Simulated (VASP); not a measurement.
An input for Quantum ESPRESSO's pw.x (written as the equivalent of a VASP run, and not itself run):

```
&CONTROL
  calculation = 'scf'
  pseudo_dir = './pseudo'
  outdir = './out'
  tprnfor = .true.
  tstress = .true.
/
&SYSTEM
  ibrav = 0
  nat = 1
  ntyp = 1
  ecutwfc = 68
  occupations = 'smearing'
  smearing = 'gaussian'
  degauss = 0.003675
  input_dft = 'vdw-df-obk8'
/
&ELECTRONS
  conv_thr = 7.3e-09
  electron_maxstep = 100
/
ATOMIC_SPECIES
  Sr 87.620 Sr.upf
CELL_PARAMETERS angstrom
     0.0000000    2.9864291    2.9864291
     2.9864291    0.0000000    2.9864291
     2.9864291    2.9864291    0.0000000
ATOMIC_POSITIONS crystal
  Sr   0.0000000  1.0000000  1.0000000
K_POINTS automatic
  8 8 8 0 0 0
```

### Question
Translate this input to VASP (INCAR, KPOINTS, POSCAR, choice of POTCAR).

### Answer
Several could match; the one computed here: 
File POSCAR:
```
Sr
1
    0.0000000000     2.9864291031     2.9864291031
    2.9864291031     0.0000000000     2.9864291031
    2.9864291031     2.9864291031     0.0000000000
Sr
1
Direct
  0.0000000000   1.0000000000   1.0000000000
```

**INCAR**
```
AGGAC = 0.0
ALGO = Normal
EDIFF = 1E-7
ENCUT = 520
GGA = BO
ISIF = 2
ISMEAR = 0
LASPH = T
LCHARG = F
LMAXMIX = 4
LREAL = F
LUSE_VDW = T
LWAVE = F
NELM = 100
PARAM1 = 0.1833333333
PARAM2 = 0.22
PREC = Accurate
SIGMA = 0.05
SYSTEM = Sr
```

**KPOINTS**
```
Automatic mesh
0
Gamma
8 8 8
0 0 0
```

POTCAR, in this order: Sr_sv (PBE.64 set). Program: vasp_std.

Limits of the translation: the potentials are each code's own (VASP's PAW set, PseudoDojo norm-conserving files in pw.x), so ENCUT and ecutwfc are chosen apart and not converted; conv_thr bounds pw.x's estimated SCF error, while EDIFF bounds the energy change between steps.

The compound is Sr in the fcc structure. This cell is one point of a volume scan, at 1.03 of the reference volume.
